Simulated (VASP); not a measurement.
Data:

```yaml
crystal:
  lattice:
    - [3.58816, -1.92458, -0.00815]
    - [3.58816, 1.92458, -0.00815]
    - [-0.70074, 0.00000, 10.62677]
  atoms:
    - { symbol: Y, position: [0.14291, 0.14291, 0.12887] }
    - { symbol: Y, position: [0.85709, 0.85709, 0.87113] }
    - { symbol: C, position: [0.57790, 0.57790, 0.96981] }
    - { symbol: C, position: [0.42210, 0.42210, 0.03019] }
    - { symbol: I, position: [0.17408, 0.17408, 0.67526] }
    - { symbol: I, position: [0.82592, 0.82592, 0.32474] }
```

Level of theory: PBEsol GGA, VASP's PBE PAW potentials (set 64) (plane waves; VASP). Run with 520 eV cut-off, Gaussian smearing of 0.050 eV, potentials Y_sv C I.

Without a dispersion term in the relaxation, distances and binding between the weakly bound layers, chains or molecules are unreliable, and so is what depends on them.

Give the energies of bands 12 to 25 at the high-symmetry points, in eV from the Fermi level.

| band | Γ | C | Y2 | M2 | D | A | V2 |
|---|---|---|---|---|---|---|---|
| 12 | -6.72 | -6.83 | -7.14 | -7.14 | -6.83 | -6.77 | -6.93 |
| 13 | -5.31 | -5.33 | -5.38 | -5.42 | -5.34 | -5.25 | -5.14 |
| 14 | -5.15 | -4.68 | -4.82 | -4.76 | -4.69 | -5.10 | -4.92 |
| 15 | -4.66 | -4.35 | -4.75 | -4.75 | -4.20 | -4.66 | -4.70 |
| 16 | -3.70 | -4.11 | -4.34 | -4.24 | -4.20 | -3.57 | -4.24 |
| 17 | -2.65 | -3.87 | -3.41 | -3.60 | -3.93 | -2.95 | -3.57 |
| 18 | -2.01 | -3.79 | -3.31 | -3.25 | -3.79 | -1.93 | -3.31 |
| 19 | -1.83 | -3.38 | -2.84 | -2.85 | -3.32 | -1.90 | -3.24 |
| 20 | -1.76 | -3.29 | -2.20 | -2.29 | -3.29 | -1.71 | -2.72 |
| 21 | -1.44 | -3.03 | -2.17 | -2.07 | -3.11 | -1.49 | -2.61 |
| 22 | -0.51 | 0.02 | -0.49 | -0.44 | -0.01 | -0.50 | -1.87 |
| 23 | 0.05 | 0.19 | 1.98 | 1.65 | 0.26 | 0.12 | 1.90 |
| 24 | 0.80 | 1.72 | 2.48 | 2.35 | 1.87 | 0.85 | 2.14 |
| 25 | 1.92 | 3.17 | 2.78 | 2.73 | 2.72 | 1.95 | 2.96 |

It has no gap at this level: it comes out as a metal or semimetal.

The structure comes from a computed database's YCI entry (C2/m); how it stands against other phases isn't given here. It was relaxed first.
